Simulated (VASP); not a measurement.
# Co7NiO8 (Fm-3m) in VASP: further runs

One crystal, Co7NiO8, is run at these levels: PBE; tasks: relaxation of cell and atoms.

All numbers are computed with VASP 6.6.1; they aren't measurements. Logs are shortened: lines on timing, memory, paths and dates and some standing lists are left out, and cuts for length are marked.

**1. The crystal as given**

It takes space group Fm-3m (No. 225, cubic). Conventional cell: a = 8.503 Å, b = 8.503 Å, c = 8.503 Å, α = 90.00°, β = 90.00°, γ = 90.00°. Around Co (site symmetry m-3m) lie 6 O at 2.13 Å. Co (site symmetry mmm) is surrounded by 6 O at 2.13 Å. Around Ni (site symmetry m-3m) lie 6 O at 2.13 Å. O (site symmetry -43m) is surrounded by 6 Co at 2.13 Å. O (site symmetry 4mm) has 5 Co at 2.13 Å and 1 Ni at 2.13 Å as nearest neighbours.

The cell was built by a generator and needn't be a form met in nature.

**2. Relaxation of cell and atoms, PBE, collinear spin, ferromagnetic start**

File INCAR:

```
SYSTEM = Co7NiO8
ALGO     = Normal         ! electronic algorithm
AMIX     = 0.2          
AMIX_MAG = 0.8          
BMIX     = 1E-4         
BMIX_MAG = 1E-4         
EDIFF    = 1E-6           ! SCF threshold, eV
EDIFFG   = -0.01          ! ionic threshold
ENCUT    = 600            ! plane-wave cutoff, eV
GGA      = PE             ! functional
IBRION   = 2              ! ionic algorithm
ISIF     = 3              ! what is computed and relaxed
ISMEAR   = 0              ! smearing method
ISPIN    = 2              ! spin polarisation
KPAR     = 4            
LASPH    = .True.         ! aspherical terms in the spheres
LCHARG   = .False.        ! write CHGCAR
LMAXMIX  = 4              ! l up to which the mixer works
LORBIT   = 11             ! projections on sites
LREAL    = .False.        ! projectors in reciprocal space
LWAVE    = .False.        ! write WAVECAR
MAGMOM   = 3 3 3 3 3 3 3 2 0 0 0 0 0 0 0 0 ! initial moments
NELM     = 150            ! most SCF steps
NSW      = 90             ! ionic steps
PREC     = Accurate       ! precision mode
SIGMA    = 0.03           ! smearing width, eV
```

File KPOINTS:

```
k-points
0
Gamma
  6 6 6
  0 0 0
```

File POSCAR:

```
Co7NiO8
1.0
    0.0000000000     -4.2516004100     -4.2516004100
   -4.2516004100     -4.2516004100      0.0000000000
   -4.2516004100      0.0000000000     -4.2516004100
Co Ni O
7 1 8
Direct
    0.5000000000      0.5000000000      0.5000000000
    0.5000000000      0.0000000000      0.5000000000
    0.5000000000      0.5000000000      0.0000000000
    0.5000000000      0.0000000000      0.0000000000
    0.0000000000      0.5000000000      0.5000000000
    0.0000000000      0.0000000000      0.5000000000
    0.0000000000      0.5000000000      0.0000000000
    0.0000000000      0.0000000000      0.0000000000
    0.2500000000      0.2500000000      0.2500000000
    0.2500000000      0.7500000000      0.2500000000
    0.2500000000      0.2500000000      0.7500000000
    0.2500000000      0.7500000000      0.7500000000
    0.7500000000      0.2500000000      0.2500000000
    0.7500000000      0.7500000000      0.2500000000
    0.7500000000      0.2500000000      0.7500000000
    0.7500000000      0.7500000000      0.7500000000
```

Potentials or basis: VASP PAW PBE potentials, release 64 (Co, Ni, O).

On the command line:

```
> cat potpaw_PBE.64/Co/POTCAR potpaw_PBE.64/Ni/POTCAR potpaw_PBE.64/O/POTCAR > POTCAR
> mpirun -np 4 vasp_std > vasp.out
```

OUTCAR:

```text
SYSTEM = Co7NiO8
   AMIX = 0.2
   AMIX_MAG = 0.8
   EDIFF = 1E-6
   EDIFFG = -0.01
   ENCUT = 600
   GGA = PE
   IBRION = 2
   ISIF = 3
   ISMEAR = 0
   ISPIN = 2
   LASPH = .True.
   LORBIT = 11
   LREAL = .False.
   NELM = 150
   NSW = 90
   PREC = Accurate

 ion  position               nearest neighbor table
   1  0.500  0.500  0.500-  10 2.13  11 2.13  12 2.13  13 2.13  14 2.13  15 2.13   2 3.01   3 3.01
                             5 3.01   3 3.01   4 3.01   7 3.01   2 3.01   4 3.01   6 3.01   5 3.01
   2  0.500  0.000  0.500-   9 2.13  11 2.13  12 2.13  13 2.13  14 2.13  16 2.13   1 3.01   4 3.01
                             6 3.01   3 3.01   4 3.01   8 3.01   1 3.01   3 3.01   5 3.01   5 3.01
   3  0.500  0.500  0.000-   9 2.13  10 2.13  12 2.13  13 2.13  15 2.13  16 2.13   1 3.01   4 3.01
                             7 3.01   1 3.01   2 3.01   5 3.01   2 3.01   4 3.01   8 3.01   5 3.01
   4  0.500  0.000  0.000-   9 2.13  10 2.13  11 2.13  14 2.13  15 2.13  16 2.13   2 3.01   3 3.01
                             8 3.01   1 3.01   2 3.01   6 3.01   1 3.01   3 3.01   7 3.01   6 3.01
   5  0.000  0.500  0.500-   9 2.13  10 2.13  11 2.13  14 2.13  15 2.13  16 2.13   1 3.01   6 3.01
                             7 3.01   3 3.01   7 3.01   8 3.01   2 3.01   6 3.01   8 3.01   1 3.01
   6  0.000  0.000  0.500-   9 2.13  10 2.13  12 2.13  13 2.13  15 2.13  16 2.13   2 3.01   5 3.01
                             8 3.01   4 3.01   7 3.01   8 3.01   1 3.01   5 3.01   7 3.01   1 3.01
   7  0.000  0.500  0.000-   9 2.13  11 2.13  12 2.13  13 2.13  14 2.13  16 2.13   3 3.01   5 3.01
                             8 3.01   1 3.01   5 3.01   6 3.01   4 3.01   6 3.01   8 3.01   1 3.01
   8  0.000  0.000  0.000-  10 2.13  11 2.13  12 2.13  13 2.13  14 2.13  15 2.13   4 3.01   6 3.01
                             7 3.01   2 3.01   5 3.01   6 3.01   3 3.01   5 3.01   7 3.01   2 3.01
   9  0.250  0.250  0.250-   2 2.13   3 2.13   4 2.13   5 2.13   6 2.13   7 2.13
  10  0.250  0.750  0.250-   1 2.13   3 2.13   4 2.13   5 2.13   6 2.13   8 2.13
  11  0.250  0.250  0.750-   1 2.13   2 2.13   4 2.13   5 2.13   7 2.13   8 2.13
  12  0.250  0.750  0.750-   1 2.13   2 2.13   3 2.13   6 2.13   7 2.13   8 2.13
  13  0.750  0.250  0.250-   1 2.13   2 2.13   3 2.13   6 2.13   7 2.13   8 2.13
  14  0.750  0.750  0.250-   1 2.13   2 2.13   4 2.13   5 2.13   7 2.13   8 2.13
  15  0.750  0.250  0.750-   1 2.13   3 2.13   4 2.13   5 2.13   6 2.13   8 2.13
  16  0.750  0.750  0.750-   2 2.13   3 2.13   4 2.13   5 2.13   6 2.13   7 2.13

  LATTYP: Found a face centered cubic cell.
 ALAT       =     8.5032008200

  Lattice vectors:

 A1 = (   0.0000000000,  -4.2516004100,  -4.2516004100)
 A2 = (  -4.2516004100,  -4.2516004100,   0.0000000000)
 A3 = (  -4.2516004100,   0.0000000000,  -4.2516004100)

Analysis of symmetry for initial positions (statically):
=====================================================================
 Subroutine PRICEL returns:
 Original cell was already a primitive cell.

 Routine SETGRP: Setting up the symmetry group for a
 face centered cubic supercell.

 Subroutine GETGRP returns: Found 48 space group operations
 (whereof 48 operations were pure point group operations)
 out of a pool of 48 trial point group operations.

The static configuration has the point symmetry O_h .

Analysis of symmetry for dynamics (positions and initial velocities):
=====================================================================
 Subroutine PRICEL returns:
 Original cell was already a primitive cell.

 Routine SETGRP: Setting up the symmetry group for a
 face centered cubic supercell.

 Subroutine GETGRP returns: Found 48 space group operations
 (whereof 48 operations were pure point group operations)
 out of a pool of 48 trial point group operations.

The dynamic configuration has the point symmetry O_h .

Analysis of structural, dynamic, and magnetic symmetry:
=====================================================================
 Subroutine PRICEL returns:
 Original cell was already a primitive cell.

 Routine SETGRP: Setting up the symmetry group for a
 face centered cubic supercell.

 Subroutine GETGRP returns: Found 48 space group operations
 (whereof 48 operations were pure point group operations)
 out of a pool of 48 trial point group operations.

The overall configuration has the point symmetry O_h .

 Subroutine INISYM returns: Found 48 space group operations
 (whereof 48 operations are pure point group operations),
 and found     1 'primitive' translations

----------------------------------------------------------------------------------------

                                     Primitive cell

  volume of cell :     153.7048

  direct lattice vectors                    reciprocal lattice vectors
     0.000000000 -4.251600410 -4.251600410     0.117602773 -0.117602773 -0.117602773
    -4.251600410 -4.251600410  0.000000000    -0.117602773 -0.117602773  0.117602773
[... 33 lines left out ...]
     AMIX_MAG =   0.80;   BMIX_MAG =  0.00
  volume/ion in A,a.u.               =       9.61        64.83
  Fermi-wavevector in a.u.,A,eV,Ry     =   1.511614  2.856536 31.088990  2.284976
  Thomas-Fermi vector in A             =   2.621648
   LORBIT       =     11    0 simple, 1 ext, 2 COOP (PROOUT), +10 PAW based schemes
   GGA     = PE    functional components
   LHFCALC =     F    Hartree Fock is set to
   AEXX    =    0.0000 exact exchange contribution
   IVDW    =     0    specifies the selected vdW correction
   LEPSILON=     F    determine dielectric tensor
   LRPA    =     F    only Hartree local field effects (RPA)
 conjugate gradient relaxation of ions
 spin polarized calculation
 Gauss-broadening in eV      SIGMA  =   0.03
  energy-cutoff  :      600.00
  volume of cell :      153.70
 maximum number of plane-waves:      5144
   NGX = 25   NGY = 25   NGZ = 25

--------------------------------------- Ionic step        1  -------------------------------------------

 number of electron     121.0000058 magnetization      18.3477212

 Free energy of the ion-electron system (eV)
  ---------------------------------------------------
  ext. energy  EPLUGINS =         0.00000000
  ---------------------------------------------------
  free energy    TOTEN  =      -103.18446704 eV

  energy without entropy =     -103.17110190  energy(sigma->0) =     -103.17778447

------------------------ aborting loop because EDIFF is reached ----------------------------------------

  FORCE on cell =-STRESS in cart. coord.  units (eV):
  Direction    XX          YY          ZZ          XY          YZ          ZX
  --------------------------------------------------------------------------------------
  -------------------------------------------------------------------------------------
  Total       -1.7470390     -1.7470390     -1.7470390      0.0000000      0.0000000      0.0000000
  in kB      -18.2106679    -18.2106679    -18.2106679      0.0000000      0.0000000      0.0000000
  external PRESSURE =     -18.2106679 kB  Pullay stress =       0.0000000 kB
[... 287 lines left out ...]
--------------------------------------- Ionic step        7  -------------------------------------------

 number of electron     121.0000039 magnetization      18.0937118

 Free energy of the ion-electron system (eV)
  ---------------------------------------------------
  ext. energy  EPLUGINS =         0.00000000
  ---------------------------------------------------
  free energy    TOTEN  =      -103.19561204 eV

  energy without entropy =     -103.18314788  energy(sigma->0) =     -103.18937996

 E-fermi :   8.0791     XC(G=0): -12.4961

 val. band max:        8.0781899123   @ k =   0.1667   0.1667   0.0000
 cond. band min:       8.0803671511   @ k =   0.5000   0.1667   0.0000
 fundamental gap:      0.0021772389
 Fermi energy:         8.0790748786

 spin component 1

 k-point     1 :       0.0000    0.0000    0.0000
  band No.  band energies     occupation
      1     -12.2103      1.00000
      2     -11.0774      1.00000
      3     -11.0122      1.00000
      4     -10.8688      1.00000
      5     -10.8688      1.00000
      6     -10.8688      1.00000
[... 1189 lines left out ...]
     71       8.5926      0.00000
     72       9.1484      0.00000
 Fermi energy:         8.0790748786

 spin component 2

 k-point     1 :       0.0000    0.0000    0.0000
  band No.  band energies     occupation
      1     -11.8505      1.00000
      2     -10.5521      1.00000
      3     -10.5521      1.00000
      4     -10.5521      1.00000
      5     -10.5202      1.00000
      6     -10.5026      1.00000
[... 1189 lines left out ...]
     71      10.3942      0.00000
     72      10.5331      0.00000
 [bands above 72 left out]

------------------------ aborting loop because EDIFF is reached ----------------------------------------

  FORCE on cell =-STRESS in cart. coord.  units (eV):
  Direction    XX          YY          ZZ          XY          YZ          ZX
  --------------------------------------------------------------------------------------
  -------------------------------------------------------------------------------------
  Total        0.0550075      0.0550075      0.0550075      0.0000000     -0.0000000     -0.0000000
  in kB        0.5800336      0.5800336      0.5800336      0.0000000     -0.0000000     -0.0000000
  external PRESSURE =       0.5800336 kB  Pullay stress =       0.0000000 kB
[... 31 lines left out ...]
  FREE ENERGIE OF THE ION-ELECTRON SYSTEM (eV)
  ---------------------------------------------------
  free  energy   TOTEN  =      -103.1956120446 eV

  energy  without entropy=     -103.1831478843  energy(sigma->0) =     -103.18937996

 reached required accuracy - stopping structural energy minimisation

 total charge

# of ion       s       p       d       tot
------------------------------------------
    1        0.298   0.361   7.162   7.821
    2        0.299   0.367   7.155   7.820
    3        0.299   0.367   7.155   7.820
    4        0.299   0.367   7.155   7.820
    5        0.299   0.367   7.155   7.820
    6        0.299   0.367   7.155   7.820
[... 8 lines left out ...]
   15        1.555   3.424   0.000   4.978
   16        1.553   3.436   0.000   4.989
--------------------------------------------------
tot         14.844  30.356  58.337 103.537

 magnetization (x)

# of ion       s       p       d       tot
------------------------------------------
    1       -0.004  -0.010   2.404   2.390
    2        0.022   0.019   2.481   2.522
    3        0.022   0.019   2.481   2.522
    4        0.022   0.019   2.481   2.522
    5        0.022   0.019   2.481   2.522
    6        0.022   0.019   2.481   2.522
[... 8 lines left out ...]
   15        0.019   0.154   0.000   0.173
   16        0.029   0.278   0.000   0.307
--------------------------------------------------
tot          0.307   1.592  15.895  17.794
```

Run time: 13 min. Hardware: 4 MPI ranks of AMD EPYC 9R14 (Zen 4), shared host; peak memory 0.66 GiB.

Results:

| Item | Value |
| --- | --- |
| Free energy | -103.1956 eV |
| Relaxed volume | 9.50 Å³/atom |
| Relaxed cell | a = 5.990 Å, b = 5.990 Å, c = 5.990 Å, α = 60.00°, β = 60.00°, γ = 60.00° |
| Space group after relaxing (to 0.05 Å) | Fm-3m (No. 225) |
| Energy gained by relaxing | 0.7 meV/atom |
| Ionic steps | 7 |
| Pressure after relaxing | 0.1 GPa |
| Band gap on the k mesh | none (metal or under the smearing width) |
| Net moment | 18.09 μB per cell |
| Site moments | Co +2.39, +2.52; Ni -1.38; O +0.31, +0.17 μB |
| Valence electrons inside the program's atomic spheres | Co 7.82; Ni 8.95; O 4.99, 4.98 |

Step by step:
```tsv
step	energy change (eV)	largest force (eV/Å)	pressure (GPa)	volume (Å³)
1	0.0000	0.0391	-1.82	153.70
2	-0.0097	0.0303	0.59	151.29
3	-0.0108	0.0324	0.02	151.86
4	-0.0108	0.0323	0.14	151.82
5	-0.0110	0.0193	-0.16	152.00
6	-0.0110	0.0195	-0.18	152.00
7	-0.0111	0.0065	0.06	151.94
```

Final structure:
```
Co Ni O
1.0
     0.00000   -4.23529   -4.23529
    -4.23529   -4.23529    0.00000
    -4.23529    0.00000   -4.23529
Co Ni O
7 1 8
Direct
  0.50000 0.50000 0.50000
  0.50000 0.00000 0.50000
  0.50000 0.50000 0.00000
  0.50000 0.00000 0.00000
  0.00000 0.50000 0.50000
  0.00000 0.00000 0.50000
  0.00000 0.50000 0.00000
  0.00000 0.00000 0.00000
  0.25000 0.25000 0.25000
  0.24947 0.75053 0.24947
  0.24947 0.24947 0.75053
  0.24947 0.75053 0.75053
  0.75053 0.24947 0.24947
  0.75053 0.75053 0.24947
  0.75053 0.24947 0.75053
  0.75000 0.75000 0.75000
```

Caveat: semilocal functionals often make such compounds metallic where correlation or magnetic order opens a gap, which also shifts bond lengths. With open d or f shells a metallic result of PBE can be an artefact of self-interaction; +U or a hybrid may open a gap.

**3. Relaxation of cell and atoms, PBE, collinear spin, ferromagnetic start**

This run uses another cell than the first one, of 9.50 Å³/atom, 0.989 times its volume.

Changes to INCAR since step 2:

```diff
@@ -6,4 +6,4 @@
 BMIX_MAG = 1E-4         
-EDIFF    = 1E-6           ! SCF threshold, eV
-EDIFFG   = -0.01          ! ionic threshold
+EDIFF    = 1E-7           ! SCF threshold, eV
+EDIFFG   = -0.005         ! ionic threshold
 ENCUT    = 600            ! plane-wave cutoff, eV
```

KPOINTS is that of step 2.

File POSCAR:

```
Co7NiO8                                 
1.0
   -0.0000000000     -4.2352891497     -4.2352891497
   -4.2352891497     -4.2352891497      0.0000000000
   -4.2352891497     -0.0000000000     -4.2352891497
  Co              Ni              O             
     7     1     8
Direct
     0.5000000000000000    0.5000000000000000    0.5000000000000000
     0.5000000000000000    0.0000000000000000    0.5000000000000000
     0.5000000000000000    0.5000000000000000    0.0000000000000000
     0.5000000000000000    0.0000000000000000    0.0000000000000000
     1.0000000000000000    0.5000000000000000    0.5000000000000000
     1.0000000000000000    0.0000000000000000    0.5000000000000000
     1.0000000000000000    0.5000000000000000    0.0000000000000000
     1.0000000000000000    0.0000000000000000    0.0000000000000000
     0.2500000000000000    0.2500000000000000    0.2500000000000000
     0.2494714417570181    0.7505285582429819    0.2494714417570181
     0.2494714417570181    0.2494714417570181    0.7505285582429819
     0.2494714417570181    0.7505285582429819    0.7505285582429819
     0.7505285582429819    0.2494714417570181    0.2494714417570181
     0.7505285582429819    0.7505285582429819    0.2494714417570181
     0.7505285582429819    0.2494714417570181    0.7505285582429819
     0.7500000000000000    0.7500000000000000    0.7500000000000000
```

Potentials or basis: VASP PAW PBE potentials, release 64 (Co, Ni, O).

On the command line:

```
> cat potpaw_PBE.64/Co/POTCAR potpaw_PBE.64/Ni/POTCAR potpaw_PBE.64/O/POTCAR > POTCAR
> mpirun -np 4 vasp_std > vasp.out
```

It took 7.4 min on 4 MPI ranks of AMD EPYC 9R14 (Zen 4), shared host; peak memory 0.64 GiB.

It converged, with:

```yaml
Free_energy: -103.1913 eV
Relaxed_volume: 9.49 Å³/atom
Relaxed_cell: a = 5.989 Å, b = 5.989 Å, c = 5.989 Å, α = 60.00°, β = 60.00°, γ = 60.00°
Space_group_after_relaxing_to_0.05_Å: Fm-3m (No. 225)
Energy_gained_by_relaxing: 0.0 meV/atom
Ionic_steps: 2
Pressure_after_relaxing: 0.0 GPa
Largest_force_after_relaxing: 0.004 eV/Å
Band_gap_on_the_k_mesh: none (metal or under the smearing width)
Net_moment: 18.09 μB per cell
Site_moments: Co +2.39, +2.52; Ni -1.38; O +0.31, +0.17 μB
Valence_electrons_inside_the_program's_atomic_spheres: Co 7.82; Ni 8.95; O 4.99, 4.98
```

Forces in eV/Å, atoms in the order of the input:
```
Co   0.000  0.000  0.000
Co   0.000  0.000  0.000
Co   0.000  0.000  0.000
Co   0.000  0.000  0.000
Co   0.000  0.000  0.000
Co   0.000  0.000  0.000
Co   0.000  0.000  0.000
Ni   0.000  0.000  0.000
O    0.000  0.000  0.000
O    0.000  0.000  0.004
O    0.000  0.004  0.000
O   -0.004  0.000  0.000
O    0.004  0.000  0.000
O    0.000 -0.004  0.000
O    0.000  0.000 -0.004
O    0.000  0.000  0.000
```

Final structure:
```
CELL_PARAMETERS angstrom
0.00000 -4.23474 -4.23474
-4.23474 -4.23474 0.00000
-4.23474 0.00000 -4.23474
ATOMIC_POSITIONS crystal
Co 0.50000 0.50000 0.50000
Co 0.50000 0.00000 0.50000
Co 0.50000 0.50000 0.00000
Co 0.50000 0.00000 0.00000
Co 0.00000 0.50000 0.50000
Co 0.00000 0.00000 0.50000
Co 0.00000 0.50000 0.00000
Ni 0.00000 0.00000 0.00000
O 0.25000 0.25000 0.25000
O 0.24943 0.75057 0.24943
O 0.24943 0.24943 0.75057
O 0.24943 0.75057 0.75057
O 0.75057 0.24943 0.24943
O 0.75057 0.75057 0.24943
O 0.75057 0.24943 0.75057
O 0.75000 0.75000 0.75000
```

Levels at points of the mesh, in eV from the Fermi level:
Spin up:
```csv
k point,band 68,band 69,band 70,band 71,band 72,band 73
"(0.00, 0.00, 0.00)",0.24,0.24,0.24,1.13,1.36,1.36
"(0.50, 0.00, 0.00)",-0.86,-0.86,-0.86,0.77,0.77,3.81
"(0.50, 0.50, 0.00)",0.02,0.02,0.13,0.34,1.31,4.96
```
Spin down:
| k point | band 47 | band 48 | band 49 | band 50 | band 51 | band 52 | band 53 | band 54 | band 55 | band 56 |
| --- | --- | --- | --- | --- | --- | --- | --- | --- | --- | --- |
| (0.00, 0.00, 0.00) | -0.18 | -0.18 | 0.03 | 0.03 | 0.03 | 0.04 | 0.17 | 0.17 | 0.17 | 0.25 |
| (0.50, 0.00, 0.00) | -0.26 | -0.21 | -0.21 | -0.14 | 0.01 | 0.01 | 0.11 | 0.11 | 0.11 | 0.21 |
| (0.50, 0.50, 0.00) | -0.31 | -0.16 | -0.16 | -0.12 | -0.08 | 0.03 | 0.06 | 0.08 | 0.08 | 0.13 |

Caveat: semilocal functionals often make such compounds metallic where correlation or magnetic order opens a gap, which also shifts bond lengths. With open d or f shells a metallic result of PBE can be an artefact of self-interaction; +U or a hybrid may open a gap.
